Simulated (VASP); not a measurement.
Given:

```yaml
crystal:
  lattice:
    - [1.45270, -2.51615, 0.00000]
    - [1.45270, 2.51615, 0.00000]
    - [0.00000, 0.00000, 2.83386]
  atoms:
    - { symbol: W, position: [0.00000, 0.00000, 0.00000] }
    - { symbol: C, position: [0.33333, 0.66667, 0.50000] }
```

These are PBE GGA with D3 dispersion (Becke-Johnson damping), VASP's PBE PAW potentials (set 64) (plane waves; VASP) values and carry that method's errors. Settings: 520 eV cut-off, Gaussian smearing of 0.050 eV, potentials W_sv C.

Give the energies of bands 6 to 12 at the high-symmetry points, in eV from the Fermi level.

```csv
band,Γ,M,K,A,L,H
6,-4.28,-7.00,-6.54,-8.62,-6.43,-7.19
7,-3.30,-3.58,-4.53,-1.98,-4.29,-5.37
8,-3.30,-3.54,-3.41,-1.98,-4.15,-1.57
9,0.14,-0.43,0.66,-0.55,0.33,-0.61
10,3.28,2.39,1.02,-0.55,4.48,4.45
11,3.28,4.58,2.09,3.73,5.36,6.44
12,5.68,4.93,3.27,4.57,6.69,7.65
```

It has no gap at this level: it comes out as a metal or semimetal.

The compound is WC in the wc structure. It was relaxed first.
